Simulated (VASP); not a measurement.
```xyz
6
Lattice="0.0000 4.0259 4.0259 4.0259 0.0000 4.0259 4.0259 4.0259 0.0000" Properties=species:S:1:pos:R:3 pbc="T T T"
Na     2.0130     2.0130     2.0130
Na     0.0000     0.0000     0.0000
Ag     3.0195     5.0324     3.0195
Ag     5.0324     5.0324     5.0324
Ag     5.0324     3.0195     3.0195
Ag     3.0195     3.0195     5.0324
```

Level of theory: LDA (Ceperley-Alder, Perdew-Zunger), VASP's LDA PAW potentials (set 64) (plane waves; VASP 6.6.1). Run with 300 eV cut-off, 7×7×7 Γ-centred mesh, Fermi-Dirac smearing of 0.14 eV, potentials Na_pv Ag.

At this cut-off the stress carries a Pulay error, which pulls relaxed volumes low.

Q: What does the run give for the energy per atom (σ→0), pressure, band gap (on the k-mesh) with the smallest direct gap where there is one?

A: 
```json
{
 "band gap (on the k-mesh)": "none (metal, semimetal or under 0.01 eV)",
 "energy per atom (σ→0)": "-3.021 eV/atom",
 "pressure": "-6.28 GPa"
}
```

The absolute energy has meaning only against runs of the same code, potentials and settings.

The structure comes from a computed database's NaAg2 entry; how it stands against other phases isn't given here. The cell was not relaxed at this level.
